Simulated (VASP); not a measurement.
# CsLiCr2Te2S3 (Cm) in VASP: a series of runs

Aim: see how the results for CsLiCr2Te2S3 move with the level of theory and the settings. Levels: PBE+TS, PBE. Tasks: atomic charges, relaxation of cell and atoms.

Program: VASP 6.6.1. These are calculated values, not measurements. Logs are shortened: lines on timing, memory, paths and dates and some standing lists are left out, and cuts for length are marked.

### 1 The crystal as given

The structure is monoclinic, space group Cm (No. 8). The conventional cell has a = 6.843 Å, b = 10.361 Å, c = 7.978 Å, α = 90.00°, β = 111.21°, γ = 90.00°. Cs (site symmetry m) is surrounded by 5 S at 3.58 to 3.92 Å and 1 Li at 4.01 Å. Li (site symmetry m) is surrounded by 3 S at 2.42 to 2.56 Å. Around Cr (site symmetry 1) lie 3 S at 2.20 to 2.25 Å and 1 Te at 2.51 Å. Te (site symmetry 1) has 1 Cr at 2.51 Å as nearest neighbours. S (site symmetry 1) has 2 Cr at 2.24 to 2.25 Å and 1 Li at 2.56 Å as nearest neighbours. S (site symmetry m) has 2 Cr at 2.20 Å and 1 Li at 2.42 Å as nearest neighbours.

The cell was built by a generator and needn't be a form met in nature.

### 2 Atomic charges, PBE+TS, collinear spin, ferromagnetic start

INCAR

```
SYSTEM = CsLiCr2Te2S3
PREC = Accurate
ENCUT = 520
EDIFF = 1E-6
ISMEAR = -1
SIGMA = 0.05
LREAL = .False.
LASPH = .True.
NELM = 150
ALGO = Normal
ISIF = 2
LWAVE = .False.
LCHARG = .False.
ISPIN = 2
MAGMOM = 0 0 3 3 0 0 0 0 0
LORBIT = 11
LMAXMIX = 4
GGA = PE
IVDW = 2
KPAR = 4
```

KPOINTS

```
Automatic mesh
0
Gamma
  5 5 4
  0 0 0
```

POSCAR

```
CsLiCr2Te2S3
1.0
    3.4216200000     -5.1806900000      0.0078400000
    3.4216200000      5.1806900000      0.0078400000
   -2.9041100000      0.0000000000      7.4309300000
Cs Li Cr Te S
1 1 2 2 3
Direct
    0.0937400000      0.0937400000      0.0085300000
    0.5887500000      0.5887500000      0.5533600000
    0.0564600000      0.4675500000      0.5579000000
    0.4675500000      0.0564600000      0.5579000000
    0.5648600000      0.8735700000      0.2903500000
    0.8735700000      0.5648600000      0.2903500000
    0.8115100000      0.3969700000      0.7334700000
    0.3969700000      0.8115100000      0.7334700000
    0.2140400000      0.2140400000      0.4837100000
```

Potentials or basis: VASP PAW PBE potentials, release 64 (Cs_sv, Li_sv, Cr_pv, Te, S).

On the command line:

```console
> cat potpaw_PBE.64/Cs_sv/POTCAR potpaw_PBE.64/Li_sv/POTCAR potpaw_PBE.64/Cr_pv/POTCAR potpaw_PBE.64/Te/POTCAR potpaw_PBE.64/S/POTCAR > POTCAR
> mpirun -np 4 vasp_std > vasp.out
```

OUTCAR:

```text
SYSTEM = CsLiCr2Te2S3
   PREC = Accurate
   ENCUT = 520
   EDIFF = 1E-6
   ISMEAR = -1
   LREAL = .False.
   LASPH = .True.
   NELM = 150
   ISIF = 2
   ISPIN = 2
   LORBIT = 11
   GGA = PE
   IVDW = 2
  IVDW =   2

 ion  position               nearest neighbor table
   1  0.094  0.094  0.009-
   2  0.589  0.589  0.553-   9 2.42   8 2.56   7 2.56   6 3.02   5 3.02
   3  0.056  0.468  0.558-   9 2.20   7 2.24   8 2.25   6 2.51
   4  0.468  0.056  0.558-   9 2.20   8 2.24   7 2.25   5 2.51
   5  0.565  0.874  0.290-   4 2.51   2 3.02   6 3.20
   6  0.874  0.565  0.290-   3 2.51   2 3.02   5 3.20
   7  0.812  0.397  0.733-   3 2.24   4 2.25   2 2.56
   8  0.397  0.812  0.733-   4 2.24   3 2.25   2 2.56
   9  0.214  0.214  0.484-   3 2.20   4 2.20   2 2.42

  LATTYP: Found a base centered monoclinic cell.
 ALAT       =     6.8432579639
 B/A-ratio  =     1.5141004555
 C/A-ratio  =     1.1658564481
 COS(beta)  =    -0.3618680181

  Lattice vectors:

 A1 = (   3.4216200000,  -5.1806900000,   0.0078400000)
 A2 = (   3.4216200000,   5.1806900000,   0.0078400000)
 A3 = (  -2.9041100000,   0.0000000000,   7.4309300000)

Analysis of symmetry for initial positions (statically):
=====================================================================
 Subroutine PRICEL returns:
 Original cell was already a primitive cell.

 Routine SETGRP: Setting up the symmetry group for a
 base centered monoclinic supercell.

 Subroutine GETGRP returns: Found  2 space group operations
 (whereof  2 operations were pure point group operations)
 out of a pool of  4 trial point group operations.

The static configuration has the point symmetry C_1h.

Analysis of symmetry for dynamics (positions and initial velocities):
=====================================================================
 Subroutine PRICEL returns:
 Original cell was already a primitive cell.

 Routine SETGRP: Setting up the symmetry group for a
 base centered monoclinic supercell.

 Subroutine GETGRP returns: Found  2 space group operations
 (whereof  2 operations were pure point group operations)
 out of a pool of  4 trial point group operations.

The dynamic configuration has the point symmetry C_1h.

Analysis of structural, dynamic, and magnetic symmetry:
=====================================================================
 Subroutine PRICEL returns:
 Original cell was already a primitive cell.

 Routine SETGRP: Setting up the symmetry group for a
 base centered monoclinic supercell.

 Subroutine GETGRP returns: Found  2 space group operations
[... 178 lines left out ...]
      2     -41.1979      1.00000
      3     -41.1938      1.00000
      4     -41.1732      1.00000
      5     -41.1645      1.00000
      6     -41.0733      1.00000
[... 1069 lines left out ...]
     41       4.9424      0.00000
     42       6.8096      0.00000

 [... further k-points ...]

 spin component 2

 k-point     1 :       0.0000    0.0000    0.0000
  band No.  band energies     occupation
      1     -42.8775      1.00000
      2     -38.8823      1.00000
      3     -38.8815      1.00000
      4     -38.8483      1.00000
      5     -38.8474      1.00000
      6     -38.7988      1.00000
[... 1069 lines left out ...]
     41       5.8195      0.00000
     42       6.9939      0.00000

 [... further k-points ...]

------------------------ aborting loop because EDIFF is reached ----------------------------------------

  Hirshfeld charges:
            ion         q(e)
   ------------------------------
      1     Cs       0.23654680
      2     Li       0.05231594
      3     Cr       0.25915063
      4     Cr       0.25915063
      5     Te      -0.04912297
      6     Te      -0.04912297
      7     S       -0.23062415
      8     S       -0.23062415
      9     S       -0.24766974

  Tkatchenko/Scheffler method for vdW energy calculation

  Number of pair interactions contributing to vdW energy:   89406

  Edisp (eV):   -4.01378

  FORCE on cell =-STRESS in cart. coord.  units (eV):
  Direction    XX          YY          ZZ          XY          YZ          ZX
  --------------------------------------------------------------------------------------
  -------------------------------------------------------------------------------------
  Total      -4.09147    -4.34619    -5.19767     0.00000     0.00000     0.15218
  in kB     -24.86041   -26.40814   -31.58189     0.00000     0.00000     0.92467
  external pressure =      -27.62 kB  Pullay stress =        0.00 kB

 VOLUME and BASIS-vectors are now :
 -----------------------------------------------------------------------------
  energy-cutoff  :      520.00
  volume of cell :      263.68
      direct lattice vectors                 reciprocal lattice vectors
     3.421620000 -5.180690000  0.007840000     0.145998873 -0.096512241  0.057058374
     3.421620000  5.180690000  0.007840000     0.145998873  0.096512241  0.057058374
    -2.904110000  0.000000000  7.430930000    -0.000308072  0.000000000  0.134452259

 POSITION                                       TOTAL-FORCE (eV/Angst)
 -----------------------------------------------------------------------------------
      0.61671      0.00000      0.06486         0.185124      0.000000      0.119983
      2.42194      0.00000      4.12121        -0.064030      0.000000     -0.172919
      0.17276      2.12973      4.14982        -0.000762     -0.092899      0.062342
      0.17276     -2.12973      4.14982        -0.000762      0.092899      0.062342
      4.07855      1.59933      2.16885        -0.044695     -0.090997     -0.132141
      4.07855     -1.59933      2.16885        -0.044695      0.090997     -0.132141
      2.00488     -2.14760      5.45984        -0.005421      0.072586      0.031348
      2.00488      2.14760      5.45984        -0.005421     -0.072586      0.031348
      0.05998      0.00000      3.59777        -0.019338      0.000000      0.129837
 -----------------------------------------------------------------------------------
    total drift:                                0.000143      0.000000     -0.000038

  FREE ENERGIE OF THE ION-ELECTRON SYSTEM (eV)
  ---------------------------------------------------
  free  energy   TOTEN  =       -49.8019503348 eV

  energy  without entropy=      -49.7747329949  energy(sigma->0) =      -49.78834166

 total charge

# of ion       s       p       d       tot
------------------------------------------
    1        1.831   4.704   0.024   6.559
    2        2.014   0.048   0.000   2.062
    3        0.333   6.280   4.178  10.791
    4        0.333   6.280   4.178  10.791
    5        1.391   1.959   0.027   3.376
    6        1.391   1.959   0.027   3.376
    7        1.340   2.390   0.000   3.731
    8        1.340   2.390   0.000   3.731
    9        1.342   2.413   0.000   3.755
--------------------------------------------------
tot         11.317  28.423   8.432  48.171

 magnetization (x)

# of ion       s       p       d       tot
------------------------------------------
    1       -0.000  -0.002   0.000  -0.001
    2        0.001  -0.000   0.000   0.000
    3        0.028   0.021   2.224   2.273
    4        0.028   0.021   2.224   2.273
    5       -0.007  -0.184   0.003  -0.188
    6       -0.007  -0.184   0.003  -0.188
    7       -0.003  -0.079   0.000  -0.082
    8       -0.003  -0.079   0.000  -0.082
    9        0.001  -0.084   0.000  -0.083
--------------------------------------------------
tot          0.038  -0.570   4.455   3.923
```

Run time: 8.3 min. Hardware: 4 MPI ranks of Intel Xeon Platinum 8375C at 2.90GHz (Ice Lake), shared host; peak memory 0.87 GiB.

Results:

```yaml
Free_energy: -49.8020 eV
Largest_force: 0.221 eV/Å
Band_gap_on_the_k_mesh: none (metal or under the smearing width)
Net_moment: 4.01 μB per cell
Site_moments: Cs -0.00; Li +0.00; Cr +2.27; Te -0.19; S -0.08 μB
Valence_electrons_inside_the_program's_atomic_spheres: Cs 6.56; Li 2.06; Cr 10.79; Te 3.38; S 3.73, 3.75
Hirshfeld_charges: Cs +0.24; Li +0.05; Cr +0.26; Te -0.05; S -0.23, -0.25 e
Dispersion_energy_per_atom: -0.446 eV
```

Forces on the atoms (eV/Å):
```
Cs   0.185  0.000  0.120
Li  -0.064  0.000 -0.173
Cr  -0.001 -0.093  0.062
Cr  -0.001  0.093  0.062
Te  -0.045 -0.091 -0.132
Te  -0.045  0.091 -0.132
S   -0.005  0.073  0.031
S   -0.005 -0.073  0.031
S   -0.019  0.000  0.130
```

Levels at points of the mesh, in eV from the Fermi level:
Spin up:
```
           k point  band 31  band 32  band 33  band 34  band 35  band 36  band 37  band 38  band 39  band 40
(0.00, 0.00, 0.00)    -1.14    -1.08    -0.77    -0.39    -0.36    -0.21     0.24     0.76     1.08     1.67
(0.00, 0.00, 0.50)    -1.17    -1.07    -0.77    -0.38    -0.35    -0.13     0.15     0.66     0.68     1.66
```
Spin down:
| k point | band 28 | band 29 | band 30 | band 31 | band 32 | band 33 | band 34 | band 35 |
| --- | --- | --- | --- | --- | --- | --- | --- | --- |
| (0.00, 0.00, 0.00) | -1.94 | -1.70 | -0.69 | -0.57 | 0.69 | 0.88 | 1.07 | 1.11 |
| (0.00, 0.00, 0.50) | -2.16 | -1.68 | -0.67 | -0.62 | 0.72 | 0.84 | 1.13 | 1.21 |

Caveat: the cutoff is under 1.25 times the usual one of these potentials, so pressure, stress and relaxed cells hold a basis-set (Pulay) error; atom-pairwise D2, TS and ULG terms overbind metals; only a ferromagnetic start was run, and an antiferromagnetic order may lie lower in energy; pairwise dispersion overbinds metals, which lowers pressure and volume. With open d or f shells a metallic result of PBE can be an artefact of self-interaction; +U or a hybrid may open a gap.

### 3 Relaxation of cell and atoms, PBE, collinear spin, ferromagnetic start

INCAR

```
PREC     = Accurate       # precision mode
ENCUT    = 600            # plane-wave cutoff, eV
EDIFF    = 1E-6           # SCF threshold, eV
ISMEAR   = -1             # smearing method
SIGMA    = 0.05           # smearing width, eV
LREAL    = False          # projectors in reciprocal space
LASPH    = True           # aspherical terms in the spheres
NELM     = 120            # most SCF steps
ALGO     = Normal         # electronic algorithm
ISIF     = 3              # what is computed and relaxed
LWAVE    = False          # write WAVECAR
LCHARG   = False          # write CHGCAR
ISPIN    = 2              # spin polarisation
MAGMOM   = 0 0 3 3 0 0 0 0 0 # initial moments
LORBIT   = 11             # projections on sites
LMAXMIX  = 4              # l up to which the mixer works
GGA      = PE             # functional
IBRION   = 2              # ionic algorithm
NSW      = 60             # ionic steps
EDIFFG   = -0.005         # ionic threshold
KPAR     = 4
```

KPOINTS

```
Automatic mesh
0
Gamma
  5 5 4
```

POSCAR is that of step 2.

Potentials or basis: VASP PAW PBE potentials, release 64 (Cs_sv, Li_sv, Cr_pv, Te, S).

On the command line:

```console
> cat potpaw_PBE.64/Cs_sv/POTCAR potpaw_PBE.64/Li_sv/POTCAR potpaw_PBE.64/Cr_pv/POTCAR potpaw_PBE.64/Te/POTCAR potpaw_PBE.64/S/POTCAR > POTCAR
> mpirun -np 4 vasp_std > vasp.out
```

OUTCAR:

```text
PREC = Accurate
   ENCUT = 600
   EDIFF = 1E-6
   ISMEAR = -1
   LREAL = False
   LASPH = True
   NELM = 120
   ISIF = 3
   ISPIN = 2
   LORBIT = 11
   GGA = PE
   IBRION = 2
   NSW = 60
   EDIFFG = -0.005

 ion  position               nearest neighbor table
   1  0.094  0.094  0.009-
   2  0.589  0.589  0.553-   9 2.42   8 2.56   7 2.56   6 3.02   5 3.02
   3  0.056  0.468  0.558-   9 2.20   7 2.24   8 2.25   6 2.51
   4  0.468  0.056  0.558-   9 2.20   8 2.24   7 2.25   5 2.51
   5  0.565  0.874  0.290-   4 2.51   2 3.02   6 3.20
   6  0.874  0.565  0.290-   3 2.51   2 3.02   5 3.20
   7  0.812  0.397  0.733-   3 2.24   4 2.25   2 2.56
   8  0.397  0.812  0.733-   4 2.24   3 2.25   2 2.56
   9  0.214  0.214  0.484-   3 2.20   4 2.20   2 2.42

  LATTYP: Found a base centered monoclinic cell.
 ALAT       =     6.8432579639
[... 1528 lines left out ...]
     41       4.9566      0.00000
     42       6.8207      0.00000

 [... further k-points ...]

 spin component 2

 k-point     1 :       0.0000    0.0000    0.0000
  band No.  band energies     occupation
      1     -42.8611      1.00000
      2     -38.8728      1.00000
      3     -38.8719      1.00000
      4     -38.8391      1.00000
      5     -38.8384      1.00000
      6     -38.7897      1.00000
[... 1107 lines left out ...]
  FREE ENERGIE OF THE ION-ELECTRON SYSTEM (eV)
  ---------------------------------------------------
  free  energy   TOTEN  =       -45.7883696715 eV

  energy  without entropy=      -45.7609869370  energy(sigma->0) =      -45.77467830

 reached required accuracy - stopping structural energy minimisation

 total charge

# of ion       s       p       d       tot
------------------------------------------
    1        1.831   4.704   0.024   6.558
    2        2.014   0.048   0.000   2.062
    3        0.333   6.280   4.178  10.792
    4        0.333   6.280   4.178  10.792
    5        1.391   1.958   0.027   3.376
    6        1.391   1.958   0.027   3.376
    7        1.340   2.390   0.000   3.730
    8        1.340   2.390   0.000   3.730
    9        1.342   2.413   0.000   3.755
--------------------------------------------------
tot         11.316  28.421   8.433  48.171

 magnetization (x)

# of ion       s       p       d       tot
------------------------------------------
    1       -0.000  -0.002   0.000  -0.001
    2        0.001  -0.000   0.000   0.000
    3        0.028   0.021   2.224   2.272
    4        0.028   0.021   2.224   2.272
    5       -0.007  -0.183   0.003  -0.187
    6       -0.007  -0.183   0.003  -0.187
    7       -0.003  -0.079   0.000  -0.082
    8       -0.003  -0.079   0.000  -0.082
    9        0.001  -0.084   0.000  -0.083
--------------------------------------------------
tot          0.038  -0.568   4.453   3.922
```

CONTCAR:

```text
CsLiCr2Te2S3
   1.00000000000000
     3.4203512127601652   -5.1707086577944175    0.0071824174912893
     3.4203512127601652    5.1707086577944175    0.0071824174912893
    -2.9045090025369720    0.0000000000000000    7.4401038661858845
  Cs              Li              Cr              Te              S
     1     1     2     2     3
Direct
     0.0938612490446771    0.0938612490446771    0.0084440721952306
     0.5886739142241496    0.5886739142241496    0.5535746953967222
     0.0562304976453545    0.4676672234969781    0.5580403029089908
     0.4676672234969781    0.0562304976453545    0.5580403029089908
     0.5647271140586085    0.8740295401065656    0.2900915138128905
     0.8740295401065656    0.5647271140586085    0.2900915138128905
     0.8112319243818511    0.3970719191554886    0.7336428954226316
     0.3970719191554886    0.8112319243818511    0.7336428954226316
     0.2139566178863274    0.2139566178863274    0.4834718081190018

  0.00000000E+00  0.00000000E+00  0.00000000E+00
  0.00000000E+00  0.00000000E+00  0.00000000E+00
  0.00000000E+00  0.00000000E+00  0.00000000E+00
  0.00000000E+00  0.00000000E+00  0.00000000E+00
  0.00000000E+00  0.00000000E+00  0.00000000E+00
  0.00000000E+00  0.00000000E+00  0.00000000E+00
  0.00000000E+00  0.00000000E+00  0.00000000E+00
  0.00000000E+00  0.00000000E+00  0.00000000E+00
  0.00000000E+00  0.00000000E+00  0.00000000E+00
```

Run time: 18 min. Hardware: 4 MPI ranks of AMD EPYC 9R45 (Zen 5), shared host; peak memory 1.1 GiB.

What came out:

| Item | Value |
| --- | --- |
| Free energy | -45.7884 eV |
| Relaxed volume | 29.26 Å³/atom |
| Relaxed cell | a = 6.200 Å, b = 6.200 Å, c = 7.987 Å, α = 101.51°, β = 101.51°, γ = 113.03° |
| Space group after relaxing (to 0.05 Å) | Cm (No. 8) |
| Energy gained by relaxing | 0.0 meV/atom |
| Ionic steps | 14 |
| Pressure after relaxing | 0.0 GPa |
| Largest force after relaxing | 0.005 eV/Å |
| Band gap on the k mesh | none (metal or under the smearing width) |
| Net moment | 4.01 μB per cell |
| Site moments | Cs -0.00; Li +0.00; Cr +2.27; Te -0.19; S -0.08 μB |
| Valence electrons inside the program's atomic spheres | Cs 6.56; Li 2.06; Cr 10.79; Te 3.38; S 3.73, 3.75 |

Forces in eV/Å, atoms in the order of the input:
```
Cs   0.002  0.000  0.000
Li   0.001  0.000 -0.001
Cr   0.001 -0.001 -0.002
Cr   0.001  0.001 -0.002
Te   0.002  0.002  0.004
Te   0.002 -0.002  0.004
S   -0.002  0.001 -0.001
S   -0.002 -0.001 -0.001
S   -0.004  0.000 -0.002
```

The path:
```
step  energy change (eV)  largest force (eV/Å)  pressure (GPa)  volume (Å³)
   1              0.0000                0.0119           -0.02       263.68
   2             -0.0001                0.0109           -0.01       263.54
   3             -0.0001                0.0261            0.02       263.23
   4             -0.0001                0.0227            0.03       263.29
   5             -0.0001                0.0155            0.02       263.41
   6             -0.0001                0.0111            0.01       263.44
   7             -0.0001                0.0089           -0.01       263.51
   8             -0.0002                0.0077           -0.01       263.49
   9             -0.0002                0.0066            0.00       263.47
  10             -0.0002                0.0065           -0.02       263.48
  11             -0.0002                0.0072            0.02       263.49
  12             -0.0002                0.0075            0.01       263.49
  13             -0.0002                0.0073           -0.03       263.49
  14             -0.0002                0.0050           -0.01       263.38
```

Final structure:
```xyz
9
Lattice="3.4204 -5.1707 0.0072 3.4204 5.1707 0.0072 -2.9045 0.0000 7.4401" Properties=species:S:1:pos:R:3 pbc="T T T"
Cs    0.6176    0.0000    0.0642
Li    2.4191    0.0000    4.1271
Cr    0.1711    2.1274    4.1556
Cr    0.1711   -2.1274    4.1556
Te    4.0785    1.5993    2.1686
Te    4.0785   -1.5993    2.1686
S     2.0020   -2.1415    5.4671
S     2.0020    2.1415    5.4671
S     0.0594    0.0000    3.6002
```

Caveat: the cutoff is under 1.25 times the usual one of these potentials, so pressure, stress and relaxed cells hold a basis-set (Pulay) error; only a ferromagnetic start was run, and an antiferromagnetic order may lie lower in energy. Spin-orbit coupling is left out, which matters for the levels of Cs, Te.
